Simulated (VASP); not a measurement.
An input for Quantum ESPRESSO's pw.x (written as the equivalent of a VASP run, and not itself run):

```
&CONTROL
  calculation = 'scf'
  pseudo_dir = './pseudo'
  outdir = './out'
  tprnfor = .true.
  tstress = .true.
/
&SYSTEM
  ibrav = 0
  nat = 8
  ntyp = 2
  ecutwfc = 84
  occupations = 'smearing'
  smearing = 'fermi-dirac'
  degauss = 0.00147
  input_dft = 'pbe'
/
&ELECTRONS
  conv_thr = 7.3e-08
  electron_maxstep = 100
/
ATOMIC_SPECIES
  Si 28.085 Si.upf
  Ru 101.070 Ru.upf
CELL_PARAMETERS angstrom
     4.7086000    0.0000000    0.0000000
     0.0000000    4.7086000    0.0000000
     0.0000000    0.0000000    4.7086000
ATOMIC_POSITIONS crystal
  Si   0.1624200  0.3375800  0.6624200
  Si   0.3375800  0.6624200  0.1624200
  Si   0.6624200  0.1624200  0.3375800
  Si   0.8375800  0.8375800  0.8375800
  Ru   0.8705900  0.6294100  0.3705900
  Ru   0.6294100  0.3705900  0.8705900
  Ru   0.3705900  0.8705900  0.6294100
  Ru   0.1294100  0.1294100  0.1294100
K_POINTS automatic
  2 2 2 0 0 0
```

Task: Write the VASP files for the same calculation (PBE).

Result: This is not unique; one that fits is 
File POSCAR:
```
SiRu
1
    4.7086000000     0.0000000000     0.0000000000
    0.0000000000     4.7086000000     0.0000000000
    0.0000000000     0.0000000000     4.7086000000
Si Ru
4 4
Direct
  0.1624200000   0.3375800000   0.6624200000
  0.3375800000   0.6624200000   0.1624200000
  0.6624200000   0.1624200000   0.3375800000
  0.8375800000   0.8375800000   0.8375800000
  0.8705900000   0.6294100000   0.3705900000
  0.6294100000   0.3705900000   0.8705900000
  0.3705900000   0.8705900000   0.6294100000
  0.1294100000   0.1294100000   0.1294100000
```

**KPOINTS**
```
Automatic mesh
0
Gamma
2 2 2
0 0 0
```

**INCAR**
```
SYSTEM = SiRu
PREC = Accurate
ENCUT = 300
EDIFF = 1E-6
NELM = 100
ALGO = Normal
LREAL = .FALSE.
LASPH = .TRUE.
ISMEAR = -1
SIGMA = 0.02
GGA = PE
LMAXMIX = 4
LWAVE = .FALSE.
LCHARG = .FALSE.
ISIF = 2
```

POTCAR, in this order: Si Ru_pv (PBE.64 set). Program: vasp_std.

Limits of the translation: the potentials are each code's own (VASP's PAW set, PseudoDojo norm-conserving files in pw.x), so ENCUT and ecutwfc are chosen apart and not converted; conv_thr bounds pw.x's estimated SCF error, while EDIFF bounds the energy change between steps.

The structure comes from a computed database's SiRu entry; how it stands against other phases isn't given here. The cell was not relaxed at this level. The k-mesh is coarse (spacing up to 0.67 per Å, 2π included), so the numbers may not be converged in it. The run is one of a series of settings (KPOINTS 2×2×2 Γ-centred mesh against the base run), some of them coarse on purpose.
